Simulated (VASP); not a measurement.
Output of a VASP run:

**OSZICAR**
```
       N       E                     dE             d eps       ncg     rms          rms(c)
DAV:   1    -0.843195996470E+01   -0.84320E+01   -0.55010E+03  1280   0.939E+02
DAV:   2    -0.783988651868E+02   -0.69967E+02   -0.64881E+02  1404   0.198E+02
DAV:   3    -0.808767656329E+02   -0.24779E+01   -0.23849E+01  1488   0.396E+01
DAV:   4    -0.809049819189E+02   -0.28216E-01   -0.28171E-01  1351   0.447E+00
DAV:   5    -0.809053676980E+02   -0.38578E-03   -0.38577E-03  1412   0.555E-01    0.732E+00
DAV:   6    -0.771223173740E+02    0.37831E+01   -0.14794E+00  1300   0.133E+01    0.461E+00
DAV:   7    -0.771495765168E+02   -0.27259E-01   -0.32672E-01  1319   0.546E+00    0.270E+00
DAV:   8    -0.771812177273E+02   -0.31641E-01   -0.10123E-01  1284   0.249E+00    0.747E-01
DAV:   9    -0.771848109360E+02   -0.35932E-02   -0.41225E-02  1342   0.175E+00    0.140E-01
DAV:  10    -0.771893223938E+02   -0.45115E-02   -0.24897E-02  1356   0.139E+00    0.150E-01
DAV:  11    -0.771936907398E+02   -0.43683E-02   -0.28191E-03  1346   0.506E-01    0.316E-02
DAV:  12    -0.771937210166E+02   -0.30277E-04   -0.18501E-04  1348   0.143E-01    0.172E-02
DAV:  13    -0.771938624858E+02   -0.14147E-03   -0.69127E-05  1354   0.901E-02    0.686E-03
DAV:  14    -0.771938711306E+02   -0.86448E-05   -0.13484E-05  1384   0.338E-02    0.386E-03
DAV:  15    -0.771938713154E+02   -0.18482E-06   -0.50107E-07   667   0.649E-03
   1 F= -.77193871E+02 E0= -.77194177E+02  d E =-.771939E+02
       N       E                     dE             d eps       ncg     rms          rms(c)
DAV:   1    -0.771944529418E+02   -0.58181E-03   -0.11077E-02  1308   0.112E+00    0.158E-01
DAV:   2    -0.771938736244E+02    0.57932E-03   -0.37574E-03  1287   0.602E-01    0.700E-02
DAV:   3    -0.771938518781E+02    0.21746E-04   -0.24049E-04  1258   0.157E-01    0.359E-02
DAV:   4    -0.771938287414E+02    0.23137E-04   -0.64460E-05  1343   0.608E-02    0.782E-03
DAV:   5    -0.771938353427E+02   -0.66013E-05   -0.28730E-05  1357   0.480E-02    0.768E-03
DAV:   6    -0.771938372964E+02   -0.19537E-05   -0.15104E-05  1372   0.354E-02    0.364E-03
DAV:   7    -0.771938406741E+02   -0.33776E-05   -0.34497E-06  1324   0.183E-02    0.718E-04
DAV:   8    -0.771938408234E+02   -0.14933E-06   -0.33930E-07   625   0.651E-03
   2 F= -.77193841E+02 E0= -.77194144E+02  d E =0.304920E-04
       N       E                     dE             d eps       ncg     rms          rms(c)
DAV:   1    -0.771941666453E+02   -0.32597E-03   -0.53523E-03  1316   0.777E-01    0.110E-01
DAV:   2    -0.771938949301E+02    0.27172E-03   -0.18068E-03  1285   0.417E-01    0.477E-02
DAV:   3    -0.771938826026E+02    0.12328E-04   -0.11647E-04  1264   0.109E-01    0.239E-02
DAV:   4    -0.771938737230E+02    0.88796E-05   -0.29892E-05  1335   0.407E-02    0.510E-03
DAV:   5    -0.771938773289E+02   -0.36059E-05   -0.12104E-05  1337   0.311E-02    0.514E-03
DAV:   6    -0.771938781031E+02   -0.77420E-06   -0.63360E-06  1364   0.229E-02
   3 F= -.77193878E+02 E0= -.77194182E+02  d E =-.678767E-05
```

### OUTCAR
```
------------------------ aborting loop because EDIFF is reached ----------------------------------------
  FORCE on cell =-STRESS in cart. coord.  units (eV):
  Direction    XX          YY          ZZ          XY          YZ          ZX
  --------------------------------------------------------------------------------------
  Total        0.0077128      0.0077128      0.0077128      0.0000000      0.0000000      0.0000000
  in kB        0.3162010      0.3162010      0.3162010      0.0000000      0.0000000      0.0000000
  external PRESSURE =       0.3162010 kB  Pullay stress =       0.0000000 kB
  volume of cell :       39.08
      direct lattice vectors                 reciprocal lattice vectors
     3.393545859 -0.000000000 -0.000000000     0.294677026  0.000000000  0.000000000
     0.000000000  3.393545859 -0.000000000     0.000000000  0.294677026  0.000000000
    -0.000000000 -0.000000000  3.393545859     0.000000000  0.000000000  0.294677026
 POSITION                                       TOTAL-FORCE (eV/Angst)
 -----------------------------------------------------------------------------------
      0.00000      0.00000      0.00000        -0.000000     -0.000000      0.000000
      1.69677      1.69677      1.69677         0.000000      0.000000      0.000000
 -----------------------------------------------------------------------------------
    total drift:                               -0.000000      0.000000      0.000000
  FREE ENERGIE OF THE ION-ELECTRON SYSTEM (eV)
  ---------------------------------------------------
  free  energy   TOTEN  =       -77.1938781031 eV

  energy  without entropy=      -77.1947901987  energy(sigma->0) =      -77.19418213

 reached required accuracy - stopping structural energy minimisation
```
(Selected blocks of OUTCAR.)

POSCAR:
```
PtSb
1
    3.3927922364     0.0000000000    -0.0000000000
   -0.0000000000     3.3927922364     0.0000000000
   -0.0000000000    -0.0000000000     3.3927922364
Pt Sb
1 1
Direct
  0.0000000000   0.0000000000   0.0000000000
  0.5000000000   0.5000000000   0.5000000000
```

**Question.** Reconstruct the remaining input files.

**Answer.** This is not unique; one that fits is the input of the run itself, r2SCAN meta-GGA, plane waves, VASP's PBE PAW potentials (set 64).

**INCAR**
```
ALGO  =  Normal
EDIFF  =  1E-6
EDIFFG  =  -0.01
ENCUT  =  400
IBRION  =  2
ISIF  =  3
ISMEAR  =  1
LASPH  =  .TRUE.
LCHARG  =  .FALSE.
LMAXMIX  =  6
LMIXTAU  =  .TRUE.
LREAL  =  .FALSE.
LWAVE  =  .FALSE.
METAGGA  =  R2SCAN
NELM  =  100
NSW  =  60
PREC  =  Accurate
SIGMA  =  0.1
SYSTEM  =  PtSb
```

**KPOINTS**
```
Automatic mesh
0
gamma
  10 10 10
```

POTCAR, in this order: Pt Sb (PBE.64 set). Program: vasp_std.

The structure was generated: PtSb was put into the CsCl type type (Pm-3m), which need not be its known phase. This run relaxes it. Symmetry was kept, so distortions that lower it aren't found. The start is the result of an earlier pass. The electron count is odd and the run is not spin-polarised, which forces a metal.
